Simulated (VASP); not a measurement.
Level of theory: PBE GGA, VASP's PBE PAW potentials (set 64) (plane waves; VASP 6.6.1).

A VASP calculation is set up with these files.

**INCAR**
```
LMAXMIX = 4
LASPH = .True.
ISMEAR = 1   # Methfessel-Paxton
PREC = Accurate
SIGMA = 0.1
LCHARG = .False.
EDIFF = 1E-3   # SCF stop (eV)
GGA = PE
LREAL = .False.
NELM = 100   # most electronic steps
LWAVE = .False.
ALGO = Normal   # blocked Davidson
SYSTEM = Ni3Si
ISIF = 2
ENCUT = 400
```

File POSCAR:
```
Ni3Si
1.0
  3.5802000000   0.0000000000   0.0000000000
  0.0000000000   3.5802000000   0.0000000000
  0.0000000000   0.0000000000   3.5802000000
Si Ni
1 3
Direct
  0.0000000000   0.0000000000   0.0000000000
  0.0000000000   0.5000000000   0.5000000000
  0.5000000000   0.0000000000   0.5000000000
  0.5000000000   0.5000000000   0.0000000000
```

File KPOINTS:
```
Automatic mesh
0
Gamma
8 8 8
0 0 0
```

POTCAR, in this order: Si Ni (PBE.64 set). Program: vasp_std.

Problem. What will the output report for the number of irreducible k-points (NKPTS), number of bands (NBANDS), largest plane-wave count, number of space-group operations, FFT grid (NGX, NGY, NGZ)?

Solution. 
* **number of irreducible k-points (NKPTS)**: 35
* **number of bands (NBANDS)**: 21
* **largest plane-wave count**: 856
* **number of space-group operations**: 48
* **FFT grid (NGX, NGY, NGZ)**: 24 × 24 × 24

The compound is Ni3Si in the L1_2 structure. The cell was not relaxed at this level. The run is one of a series of settings (EDIFF = 1E-3 against the base run), some of them coarse on purpose. The run is not spin-polarised, so no magnetic state was tried.
